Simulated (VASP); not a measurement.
Data:

```xyz
2
Lattice="2.7042 0.0000 0.0000 0.0000 2.7042 0.0000 0.0000 0.0000 3.7273" Properties=species:S:1:pos:R:3 pbc="T T T"
Fe     2.7042     0.0000     0.0000
Pt     1.3521     1.3521     1.8636
```
Starting moments (μB, in the order of the record's atoms Fe Pt): 2.9 0.3.

These are PBE GGA with D4 dispersion, VASP's PBE PAW potentials (set 64) (plane waves; VASP) values and carry that method's errors. Numerical set-up: 520 eV cut-off, 15×15×11 Γ-centred mesh, tetrahedra with Blöchl corrections, potentials Fe Pt.

Unless said otherwise, spin-orbit coupling is left out, though it shifts the bands of the heavy elements here.

Q: Estimate the cell moment, energy per atom (σ→0), band gap (on the k-mesh) with the smallest direct gap where there is one.

A: 
| Property | Value |
|---|---|
| band gap (on the k-mesh) | none (metal, semimetal or under 0.01 eV) |
| cell moment | 3.22 μB |
| energy per atom (σ→0) | -765.5 kJ/mol-atom |

Q: Give the moment on each site (PAW-sphere projection).

A: 
```tsv
site	moment (μB)
Fe1	2.88
Pt2	0.32
```

Only differences to runs with the same potentials and settings are physical.

The compound is FePt in the L1_0 structure. It was relaxed first.
